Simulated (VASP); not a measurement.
```
Ga
1.0
    2.19253    -3.75872     0.00000
    2.19253     3.75872     0.00000
    0.00000     0.00000     4.50721
Ga
4
Direct
  0.65570   0.34430   0.41540
  0.34430   0.65570   0.58460
  0.84430   0.15570   0.91540
  0.15570   0.84430   0.08460
```

The numbers are results of PBE GGA, VASP's PBE PAW potentials (set 64) (plane waves; VASP), not measurements. Numerical set-up: 300 eV cut-off, 7×7×6 Γ-centred mesh, Gaussian smearing of 0.27 eV, potentials Ga_d.

Task: Give the energies of bands 22 to 30 at the high-symmetry points, in eV from the Fermi level.

Result: 
```json
[
 {"band": "22", "Γ": "-4.46", "Y": "-7.57", "C0": "-7.92", "Z": "-9.63", "A0": "-7.09", "T": "-7.91", "S": "-8.90", "R": "-7.42"},
 {"band": "23", "Γ": "-4.11", "Y": "-4.02", "C0": "-6.77", "Z": "-0.07", "A0": "-6.26", "T": "-5.59", "S": "-3.55", "R": "-6.55"},
 {"band": "24", "Γ": "-1.81", "Y": "-3.44", "C0": "-1.35", "Z": "-0.07", "A0": "-6.26", "T": "-5.59", "S": "-3.55", "R": "-6.55"},
 {"band": "25", "Γ": "-1.43", "Y": "-2.00", "C0": "-1.33", "Z": "0.03", "A0": "-3.91", "T": "-1.39", "S": "-1.66", "R": "-1.69"},
 {"band": "26", "Γ": "-0.86", "Y": "-1.84", "C0": "-0.26", "Z": "0.03", "A0": "-3.91", "T": "-1.39", "S": "-1.66", "R": "-1.69"},
 {"band": "27", "Γ": "0.92", "Y": "0.94", "C0": "-0.21", "Z": "0.19", "A0": "4.43", "T": "-0.84", "S": "0.57", "R": "0.49"},
 {"band": "28", "Γ": "1.02", "Y": "0.97", "C0": "0.81", "Z": "0.19", "A0": "4.43", "T": "-0.84", "S": "0.57", "R": "0.49"},
 {"band": "29", "Γ": "1.08", "Y": "3.57", "C0": "1.82", "Z": "2.00", "A0": "5.24", "T": "6.59", "S": "4.21", "R": "7.49"},
 {"band": "30", "Γ": "5.34", "Y": "3.77", "C0": "3.14", "Z": "2.00", "A0": "5.24", "T": "6.59", "S": "4.21", "R": "7.53"}
]
```

It has no gap at this level: it comes out as a metal or semimetal.

The structure comes from a computed database's Ga entry; how it stands against other phases isn't given here. The cell was not relaxed at this level.
